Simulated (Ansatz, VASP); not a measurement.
# Al2P22Pb3O61 (amorphous 73P2O5-20PbO-7Al2O3 (mol %)) in two plane-wave programs, part 2 of 3

Aim: how closely do two programs agree when they are given the same cell, functional and k mesh? Of the first pair: The structure shown is the start of the Ansatz relaxation below; VASP solves that cell, so the two are compared at the walk's first step.

VASP 6.6.1 and Ansatz 0.2.0.

So far: Set-up; Ansatz: relaxation, LDA.

## 3. VASP: single point, LDA, start cell, pair 1

Level of this step: LDA; plane waves and PAW (P, Pb_d, Al, O) (VASP).

The same cell, functional (in two slightly different forms), mesh and smearing now go to VASP, with its own data sets.

Lines of VASP's logs that name or quote its potential files are left out, and so is its time.

INCAR reads:

```
SYSTEM = Al2P22Pb3O61
PREC = Accurate
ENCUT = 520
EDIFF = 1E-06
NELM = 120
ISMEAR = 0
SIGMA = 0.025
LREAL = Auto
ALGO = Normal
GGA = PW92
NBANDS = 328
LORBIT = 11
LWAVE = .FALSE.
LCHARG = .FALSE.
ISIF = 2
LASPH = .TRUE.
GGA_COMPAT = .FALSE.
EFERMI = MIDGAP
NCORE = 2
```

POSCAR reads:

```
Al2P22Pb3O61
1.0
   10.7447300000      0.0000000000      0.0000000000
    0.0000000000     10.7447300000      0.0000000000
    0.0000000000      0.0000000000     10.7447300000
P Pb Al O
22 3 2 61
Direct
    0.2551297241      0.8860436698      0.5211298934
    0.5156760570      0.1020221076      0.2228906636
    0.0961494612      0.6360978824      0.5021810692
    0.1544478084      0.0968753985      0.7799544521
    0.9440814241      0.3983906529      0.5861757345
    0.1134881937      0.6165534173      0.2104287404
    0.6744143408      0.4283867533      0.6811153002
    0.0659486092      0.3575427209      0.8530786721
    0.4943074419      0.8486858209      0.3639923944
    0.1102400898      0.0104144078      0.1803023436
    0.0953490688      0.6924790106      0.8002620820
    0.4005312372      0.6514077134      0.1691433847
    0.3764729314      0.6214767612      0.8076610580
    0.6813293587      0.2880761080      0.9378737297
    0.7543232822      0.0314293612      0.8242831602
    0.7350021825      0.7517638880      0.4986258380
    0.7694655892      0.6934934614      0.0563439007
    0.3480124675      0.4904730040      0.5445553308
    0.9646589537      0.8873000997      0.9668833000
    0.2677777850      0.2490244055      0.1861284555
    0.9095994036      0.4336730658      0.0917379962
    0.3719404769      0.2277209385      0.6501885110
    0.6385083664      0.4280982398      0.3256666291
    0.4278283400      0.9247603244      0.9279060525
    0.9451144887      0.0452780107      0.4939537801
    0.6394297484      0.7284222126      0.7818530573
    0.3962966031      0.3548344165      0.9329596928
    0.8723997718      0.9745614827      0.8930424496
    0.0824404150      0.2106521057      0.8429993122
    0.3850445753      0.8583277570      0.4584759226
    0.0183531834      0.5871157302      0.8531438203
    0.7823277086      0.3525821496      0.0149561692
    0.8600960657      0.8075400685      0.4670010321
    0.5513307454      0.3068481013      0.9861671722
    0.4490759656      0.1334607757      0.5840723778
    0.0424673305      0.9705967484      0.0533656965
    0.6549815584      0.9315822734      0.8334225243
    0.2372139644      0.3450156495      0.2816357414
    0.4311974335      0.5362256660      0.4438268807
    0.6107366123      0.1929317907      0.2693041147
    0.0720353141      0.7291016154      0.1370160069
    0.7145363355      0.7729556722      0.6397834101
    0.5098592519      0.9787216617      0.3029671290
    0.2740785483      0.8797056790      0.6604540086
    0.0780103362      0.6256276333      0.3512512646
    0.4139889974      0.5138612138      0.8909856274
    0.1626937112      0.1484169449      0.1670028004
    0.3731875999      0.5592788279      0.6727391009
    0.2320021071      0.0394053643      0.8816135910
    0.2377909915      0.6692955523      0.8237433607
    0.5352019083      0.0542312371      0.0916263136
    0.2152683222      0.5468820529      0.5210368246
    0.7195155206      0.1514789111      0.9033824023
    0.1965521702      0.4066830902      0.8424874334
    0.6163207451      0.8132172702      0.4329564354
    0.4729202130      0.7243457956      0.7946779491
    0.8675881106      0.7988288212      0.0268131447
    0.6867459676      0.3528055149      0.8062836386
    0.6512867238      0.5598930825      0.7259745010
    0.8390438848      0.5660728562      0.0709929426
    0.0758139106      0.6841679595      0.6567312534
    0.2989372464      0.3033114839      0.0572559757
    0.2267809428      0.9347559222      0.2015592760
    0.7287758743      0.6148409499      0.4651396545
    0.9998296839      0.3811729099      0.7234895619
    0.1990743369      0.0029782042      0.4711984387
    0.3863754603      0.1717213927      0.2249288721
    0.4473728051      0.7498280552      0.2689690667
    0.6978211644      0.6904594159      0.9334436510
    0.3345267866      0.3500227553      0.5773341908
    0.4164832434      0.2682245156      0.7813504853
    0.1726613884      0.7691305412      0.4850470882
    0.8040965199      0.4119880165      0.6189080600
    0.3932625576      0.7205578921      0.0459294929
    0.9930170418      0.3771709480      0.9760040504
    0.5733880702      0.3799071731      0.5993263674
    0.2441196754      0.1657556774      0.6888772449
    0.4808031472      0.5368492275      0.1664723078
    0.0048116612      0.0077991722      0.2711189579
    0.7833328525      0.0781220189      0.6961924590
    0.2595598028      0.6161532212      0.2006378941
    0.9944316888      0.5233542397      0.5337221131
    0.9760040504      0.2840462255      0.5159366499
    0.0435097020      0.5069834235      0.1476723938
    0.6962389934      0.7276404340      0.1691154640
    0.0425510925      0.8075493754      0.8725766027
    0.0587171572      0.0187254589      0.7159323687
    0.8729488782      0.3813218201      0.2174182134
```

KPOINTS reads:

```
Automatic mesh
0
Gamma
1 1 1
0 0 0
```

PAW data sets: P, Pb_d, Al and O (LDA family, release 64).

The run is started by

```bash
> mpirun -np 8 vasp_gam
```

Numbers of over 12 decimals in the logs are rounded to 6 here.

The program printed:

```text
[banner, memory and clock lines left out]
running    8 mpi-ranks, on    1 nodes
[...]
|                                                                             |
|               ----> ADVICE to this user running VASP <----                  |
|                                                                             |
|     You enforced a specific xc type in the INCAR file but a different       |
|     [... a line on the potential file left out ...]
|     I HOPE YOU KNOW WHAT YOU ARE DOING!                                     |
|                                                                             |

 LDA part: xc-table for (Slater(with rela. corr.)+PW92), standard interpolation
 POSCAR, INCAR and KPOINTS ok, starting setup
[...]
entering main loop
       N       E                     dE             d eps       ncg     rms          rms(c)
DAV:   1     0.596340122690E+04    0.59634E+04   -0.30038E+05   656   0.164E+03
DAV:   2     0.253904128494E+02   -0.59380E+04   -0.56307E+04   784   0.429E+02
DAV:   3    -0.724500817485E+03   -0.74989E+03   -0.73223E+03   752   0.177E+02
DAV:   4    -0.773310132798E+03   -0.48809E+02   -0.48485E+02   968   0.501E+01
[...]
DAV:  18    -0.674264974432E+03    0.74198E-05   -0.36229E-05   824   0.180E-02    0.134E-02
DAV:  19    -0.674264972660E+03    0.17718E-05   -0.12093E-05   880   0.915E-03    0.750E-03
DAV:  20    -0.674264972138E+03    0.52199E-06   -0.10289E-06   496   0.439E-03
   1 F= -.67426497E+03 E0= -.67426497E+03  d E =-.446807-121
```

From OUTCAR (step 3):

```text
  FREE ENERGIE OF THE ION-ELECTRON SYSTEM (eV)
  ---------------------------------------------------
  free  energy   TOTEN  =      -674.2649721379 eV

  energy  without entropy=     -674.2649721379  energy(sigma->0) =     -674.26497214

[... 1 further part left out ...]
```

The run ends at a pressure of -9.51 GPa, with forces up to 5.8 eV/Å.

## 4. Side by side

Known differences besides the potentials themselves: the cutoff is 420 eV in Ansatz and 520 eV in VASP (PREC = Accurate, projectors in real space); VASP's log shows a relativistic correction to its local exchange, Ansatz's none. Total energies have different zeros and are not compared.

Forces on 9 of the 88 atoms, those with the largest forces and the largest differences (eV/Å; atoms numbered as in POSCAR):

```csv
atom,"Ansatz x, y, z","VASP x, y, z"
P1,"-2.034, 2.298, 3.900","-1.974, 2.218, 3.796"
P6,"-1.909, 3.517, -3.887","-1.882, 3.436, -3.786"
P8,"3.743, -0.294, -1.831","3.640, -0.311, -1.795"
P10,"3.475, -1.959, 4.397","3.370, -1.895, 4.308"
P11,"-2.559, -5.216, -0.375","-2.475, -5.090, -0.367"
P16,"2.744, -3.319, 1.414","2.671, -3.271, 1.433"
P22,"1.981, -2.815, 2.225","1.883, -2.756, 2.209"
O34,"0.315, -0.257, 0.074","0.451, -0.276, 0.007"
O62,"0.552, -0.119, -0.746","0.519, -0.183, -0.607"
```

The forces differ by 49 meV/Å r.m.s., which is 3.7 % of the r.m.s. force of 1.326 eV/Å (both taken over all components).

## 5. Ansatz: relaxation, LDA

This run makes the geometry at which the two programs are then compared. The cell compared in this pair holds 1112.97 Å³, against 1240.47 Å³ for the pair before.

The structure compared here is the end of the Ansatz relaxation.

input.yaml reads:

```yaml
crystal:
  lattice:
    - [10.74473, 0.0, 0.0]
    - [0.0, 10.74473, 0.0]
    - [0.0, 0.0, 10.74473]
  atoms:
    - { symbol: P, position: [0.25513, 0.88604, 0.52113] }
    - { symbol: P, position: [0.51568, 0.10202, 0.22289] }
    - { symbol: P, position: [0.09615, 0.6361, 0.50218] }
    - { symbol: P, position: [0.15445, 0.09688, 0.77995] }
    - { symbol: P, position: [0.94408, 0.39839, 0.58618] }
    - { symbol: P, position: [0.11349, 0.61655, 0.21043] }
    - { symbol: P, position: [0.67441, 0.42839, 0.68112] }
    - { symbol: P, position: [0.06595, 0.35754, 0.85308] }
    - { symbol: P, position: [0.49431, 0.84869, 0.36399] }
    - { symbol: P, position: [0.11024, 0.01041, 0.1803] }
    - { symbol: P, position: [0.09535, 0.69248, 0.80026] }
    - { symbol: P, position: [0.40053, 0.65141, 0.16914] }
    - { symbol: P, position: [0.37647, 0.62148, 0.80766] }
    - { symbol: P, position: [0.68133, 0.28808, 0.93787] }
    - { symbol: P, position: [0.75432, 0.03143, 0.82428] }
    - { symbol: P, position: [0.735, 0.75176, 0.49863] }
    - { symbol: P, position: [0.76947, 0.69349, 0.05634] }
    - { symbol: P, position: [0.34801, 0.49047, 0.54456] }
    - { symbol: P, position: [0.96466, 0.8873, 0.96688] }
    - { symbol: P, position: [0.26778, 0.24902, 0.18613] }
    - { symbol: P, position: [0.9096, 0.43367, 0.09174] }
    - { symbol: P, position: [0.37194, 0.22772, 0.65019] }
    - { symbol: Pb, position: [0.63851, 0.4281, 0.32567] }
    - { symbol: Pb, position: [0.42783, 0.92476, 0.92791] }
    - { symbol: Pb, position: [0.94511, 0.04528, 0.49395] }
    - { symbol: Al, position: [0.63943, 0.72842, 0.78185] }
    - { symbol: Al, position: [0.3963, 0.35483, 0.93296] }
    - { symbol: O, position: [0.8724, 0.97456, 0.89304] }
    - { symbol: O, position: [0.08244, 0.21065, 0.843] }
    - { symbol: O, position: [0.38504, 0.85833, 0.45848] }
    - { symbol: O, position: [0.01835, 0.58712, 0.85314] }
    - { symbol: O, position: [0.78233, 0.35258, 0.01496] }
    - { symbol: O, position: [0.8601, 0.80754, 0.467] }
    - { symbol: O, position: [0.55133, 0.30685, 0.98617] }
    - { symbol: O, position: [0.44908, 0.13346, 0.58407] }
    - { symbol: O, position: [0.04247, 0.9706, 0.05337] }
    - { symbol: O, position: [0.65498, 0.93158, 0.83342] }
    - { symbol: O, position: [0.23721, 0.34502, 0.28164] }
    - { symbol: O, position: [0.4312, 0.53623, 0.44383] }
    - { symbol: O, position: [0.61074, 0.19293, 0.2693] }
    - { symbol: O, position: [0.07204, 0.7291, 0.13702] }
    - { symbol: O, position: [0.71454, 0.77296, 0.63978] }
    - { symbol: O, position: [0.50986, 0.97872, 0.30297] }
    - { symbol: O, position: [0.27408, 0.87971, 0.66045] }
    - { symbol: O, position: [0.07801, 0.62563, 0.35125] }
    - { symbol: O, position: [0.41399, 0.51386, 0.89099] }
    - { symbol: O, position: [0.16269, 0.14842, 0.167] }
    - { symbol: O, position: [0.37319, 0.55928, 0.67274] }
    - { symbol: O, position: [0.232, 0.03941, 0.88161] }
    - { symbol: O, position: [0.23779, 0.6693, 0.82374] }
    - { symbol: O, position: [0.5352, 0.05423, 0.09163] }
    - { symbol: O, position: [0.21527, 0.54688, 0.52104] }
    - { symbol: O, position: [0.71952, 0.15148, 0.90338] }
    - { symbol: O, position: [0.19655, 0.40668, 0.84249] }
    - { symbol: O, position: [0.61632, 0.81322, 0.43296] }
    - { symbol: O, position: [0.47292, 0.72435, 0.79468] }
    - { symbol: O, position: [0.86759, 0.79883, 0.02681] }
    - { symbol: O, position: [0.68675, 0.35281, 0.80628] }
    - { symbol: O, position: [0.65129, 0.55989, 0.72597] }
    - { symbol: O, position: [0.83904, 0.56607, 0.07099] }
    - { symbol: O, position: [0.07581, 0.68417, 0.65673] }
    - { symbol: O, position: [0.29894, 0.30331, 0.05726] }
    - { symbol: O, position: [0.22678, 0.93476, 0.20156] }
    - { symbol: O, position: [0.72878, 0.61484, 0.46514] }
    - { symbol: O, position: [0.99983, 0.38117, 0.72349] }
    - { symbol: O, position: [0.19907, 0.00298, 0.4712] }
    - { symbol: O, position: [0.38638, 0.17172, 0.22493] }
    - { symbol: O, position: [0.44737, 0.74983, 0.26897] }
    - { symbol: O, position: [0.69782, 0.69046, 0.93344] }
    - { symbol: O, position: [0.33453, 0.35002, 0.57733] }
    - { symbol: O, position: [0.41648, 0.26822, 0.78135] }
    - { symbol: O, position: [0.17266, 0.76913, 0.48505] }
    - { symbol: O, position: [0.8041, 0.41199, 0.61891] }
    - { symbol: O, position: [0.39326, 0.72056, 0.04593] }
    - { symbol: O, position: [0.99302, 0.37717, 0.976] }
    - { symbol: O, position: [0.57339, 0.37991, 0.59933] }
    - { symbol: O, position: [0.24412, 0.16576, 0.68888] }
    - { symbol: O, position: [0.4808, 0.53685, 0.16647] }
    - { symbol: O, position: [0.00481, 0.0078, 0.27112] }
    - { symbol: O, position: [0.78333, 0.07812, 0.69619] }
    - { symbol: O, position: [0.25956, 0.61615, 0.20064] }
    - { symbol: O, position: [0.99443, 0.52335, 0.53372] }
    - { symbol: O, position: [0.976, 0.28405, 0.51594] }
    - { symbol: O, position: [0.04351, 0.50698, 0.14767] }
    - { symbol: O, position: [0.69624, 0.72764, 0.16912] }
    - { symbol: O, position: [0.04255, 0.80755, 0.87258] }
    - { symbol: O, position: [0.05872, 0.01873, 0.71593] }
    - { symbol: O, position: [0.87295, 0.38132, 0.21742] }
kpoints:
  mp_grid: { grid: [1, 1, 1] }
hamiltonian:
  xc: lda
scf:
  occupations: { method: gaussian, width: 0.025 }
output:
  forces: true
relax:
  f_tol: 0.05
  max_steps: 150
  cell: {}
```

The run is started by

```bash
> ansatz run input.yaml --threads 4 --pin off --max-ram 8192MiB --backend cpu --events-out ev --progress --plain --runs-dir out
```

The program printed:

```text
[...]
Crystal: 88 atoms, lattice volume = 1240.471 Å³
Basis set: ecut = 420 eV, 24207 PW (Γ)
Bands: 350, of which v1, the nominal top of the filled ones, is band 262 counted from 1 (261 counted from 0)
Symmetry: 1 space group operations
[...]
k-points: 1
[...]
SCF iter   1: F=—  HF=-85691.031886 eV  |F-HF|=—  |Δ(HF+E_count)|=         —  Δρ=1.26e-2  dr2=1.86e0  ethr=1.77e-3  ⟨swp⟩=7.0  Hψ=1848  notcnv=0  defer=67
[...]
- { symbol: O, position: [0.411382, 0.818060, 0.481807] }
    - { symbol: O, position: [0.059324, 0.615772, 0.918702] }
    - { symbol: O, position: [0.803236, 0.307119, -0.087314] }
    - { symbol: O, position: [0.850038, 0.801227, 0.452428] }
    - { symbol: O, position: [0.563238, 0.325227, 0.978221] }
    - { symbol: O, position: [0.472493, 0.079602, 0.611488] }
[...]
- { symbol: O, position: [0.664569, 0.767564, 0.074120] }
    - { symbol: O, position: [0.073511, 0.839831, 0.869451] }
    - { symbol: O, position: [0.054087, 0.018569, 0.705820] }
    - { symbol: O, position: [0.870798, 0.430728, 0.217271] }
[key lines of the parts left out:]
P = ⅓ Tr σ = 0.0015 GPa (0.015 kbar)
```

[end of part 2 of 3]

[Lines on the potential files, build, host, timing and source positions are cut from VASP's logs without a mark.]

[Logs are printed without paths, hosts, clocks, repeated set-up lines and the standing remarks that a program may print on its own settings, such as how far it seeks lower states.]

[Hosts, paths, dates, database ids (printed as entryN), source tags and the programs' standing remarks are cut or masked in the printed files.]
